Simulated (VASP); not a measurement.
Calculation: r2SCAN+rVV10, VASP's PBE PAW potentials (set 64) (plane waves; VASP).

VASP ran on this input.

**POSCAR**
```
PbF2
1
    0.0000000000     3.0061822107     3.0061822107
    3.0061822107     0.0000000000     3.0061822107
    3.0061822107     3.0061822107     0.0000000000
Pb F
1 2
Direct
  0.0000000000   1.0000000000   1.0000000000
  0.2500000000   0.2500000000   0.2500000000
  0.7500000000   0.7500000000   0.7500000000
```

### KPOINTS
```
Automatic mesh
0
G
7 7 7
```

INCAR:
```
ALGO = Normal
BPARAM = 11.95
CPARAM = 0.0093
EDIFF = 1E-7
ENCUT = 520
ISIF = 2
ISMEAR = 0
LASPH = .TRUE.
LCHARG = .FALSE.
LMAXMIX = 4
LMIXTAU = .TRUE.
LREAL = .FALSE.
LUSE_VDW = .TRUE.
LWAVE = .FALSE.
METAGGA = R2SCAN
NELM = 100
PREC = Accurate
SIGMA = 0.05
SYSTEM = PbF2
```

POTCAR, in this order: Pb_d F (PBE.64 set). Program: vasp_std.

What VASP printed:

**OUTCAR**
```
 ion  position               nearest neighbor table
   1  0.000  0.000  0.000-   3 2.60   3 2.60   3 2.60   2 2.60   2 2.60   2 2.60   3 2.60   2 2.60
  LATTYP: Found a face centered cubic cell.
 ALAT       =     6.0123644214
 Subroutine PRICEL returns:
 Original cell was already a primitive cell.
 Subroutine GETGRP returns: Found 48 space group operations
The static configuration has the point symmetry O_h .
The dynamic configuration has the point symmetry O_h .
 Subroutine INISYM returns: Found 48 space group operations
 Subroutine IBZKPT returns following result:
 Found     20 irreducible k-points:

 Following reciprocal coordinates:
            Coordinates               Weight
  0.000000  0.000000  0.000000      1.000000
  0.142857  0.000000  0.000000      8.000000
  0.285714  0.000000  0.000000      8.000000
  0.428571  0.000000  0.000000      8.000000
  0.142857  0.142857  0.000000      6.000000
  0.285714  0.142857  0.000000     24.000000
  0.428571  0.142857  0.000000     24.000000
 -0.428571  0.142857  0.000000     24.000000
 -0.285714  0.142857  0.000000     24.000000
 -0.142857  0.142857  0.000000     12.000000
...
```

File OSZICAR:
```
       N       E                     dE             d eps       ncg     rms          rms(c)
DAV:   1     0.242959970629E+03    0.24296E+03   -0.15198E+04   736   0.177E+03
DAV:   2    -0.526278124199E+02   -0.29559E+03   -0.28400E+03   852   0.450E+02
DAV:   3    -0.785729439204E+02   -0.25945E+02   -0.25759E+02   846   0.151E+02
DAV:   4    -0.793043716834E+02   -0.73143E+00   -0.73055E+00   778   0.264E+01
DAV:   5    -0.793307348024E+02   -0.26363E-01   -0.26361E-01   838   0.510E+00    0.693E+00
DAV:   6    -0.704052298980E+02    0.89255E+01   -0.62838E+00   916   0.377E+01    0.219E+00
DAV:   7    -0.689229451484E+02    0.14823E+01   -0.13348E+00   726   0.141E+01    0.167E+00
DAV:   8    -0.718872683763E+02   -0.29643E+01   -0.75041E-01   720   0.981E+00    0.750E-01
DAV:   9    -0.685233273311E+02    0.33639E+01   -0.82153E-01   720   0.825E+00    0.101E+00
DAV:  10    -0.692101575587E+02   -0.68683E+00   -0.49375E-01   720   0.594E+00    0.162E-01
DAV:  11    -0.691962773838E+02    0.13880E-01   -0.16173E-02   768   0.145E+00    0.277E-01
DAV:  12    -0.691842315040E+02    0.12046E-01   -0.20426E-02   720   0.141E+00    0.489E-01
DAV:  13    -0.692103982174E+02   -0.26167E-01   -0.23864E-02   720   0.174E+00    0.268E-01
DAV:  14    -0.692146673581E+02   -0.42691E-02   -0.35722E-03   720   0.609E-01    0.158E-01
DAV:  15    -0.692168596406E+02   -0.21923E-02   -0.38574E-04   720   0.208E-01    0.153E-01
DAV:  16    -0.692166422837E+02    0.21736E-03   -0.25367E-03   826   0.381E-01    0.134E-02
DAV:  17    -0.692169608026E+02   -0.31852E-03   -0.15564E-04   720   0.150E-01    0.692E-03
DAV:  18    -0.692169420917E+02    0.18711E-04   -0.15027E-05   768   0.494E-02    0.111E-02
DAV:  19    -0.692169802510E+02   -0.38159E-04   -0.11334E-05   720   0.321E-02    0.541E-03
DAV:  20    -0.692169931159E+02   -0.12865E-04   -0.60741E-06   720   0.264E-02    0.178E-03
DAV:  21    -0.692169941789E+02   -0.10629E-05   -0.10060E-06   724   0.110E-02    0.194E-03
DAV:  22    -0.692169942671E+02   -0.88251E-07   -0.35583E-07   720   0.514E-03
   1 F= -.69216994E+02 E0= -.69216994E+02  d E =-.276585E-12
```

OUTCAR:
```
------------------------ aborting loop because EDIFF is reached ----------------------------------------
  FORCE on cell =-STRESS in cart. coord.  units (eV):
  Direction    XX          YY          ZZ          XY          YZ          ZX
  --------------------------------------------------------------------------------------
  Total       -1.4328463     -1.4328463     -1.4328463      0.0000000      0.0000000      0.0000000
  in kB      -42.2507381    -42.2507381    -42.2507381      0.0000000      0.0000000      0.0000000
  external PRESSURE =     -42.2507381 kB  Pullay stress =       0.0000000 kB
  volume of cell :       54.33
      direct lattice vectors                 reciprocal lattice vectors
     0.000000000  3.006182211  3.006182211    -0.166323917  0.166323917  0.166323917
     3.006182211  0.000000000  3.006182211     0.166323917 -0.166323917  0.166323917
     3.006182211  3.006182211  0.000000000     0.166323917  0.166323917 -0.166323917
 POSITION                                       TOTAL-FORCE (eV/Angst)
 -----------------------------------------------------------------------------------
      0.00000      0.00000      0.00000        -0.000000      0.000000      0.000000
      1.50309      1.50309      1.50309        -0.000000     -0.000000     -0.000000
      4.50927      4.50927      4.50927         0.000000      0.000000      0.000000
 -----------------------------------------------------------------------------------
    total drift:                                0.000000     -0.000000      0.000000
  FREE ENERGIE OF THE ION-ELECTRON SYSTEM (eV)
  ---------------------------------------------------
  free  energy   TOTEN  =       -69.2169942671 eV

  energy  without entropy=      -69.2169942671  energy(sigma->0) =      -69.21699427
```
(Selected blocks of OUTCAR.)

The compound is PbF2 in the fluorite structure, the β form. This cell is one point of a volume scan, at 1.06 of the reference volume.
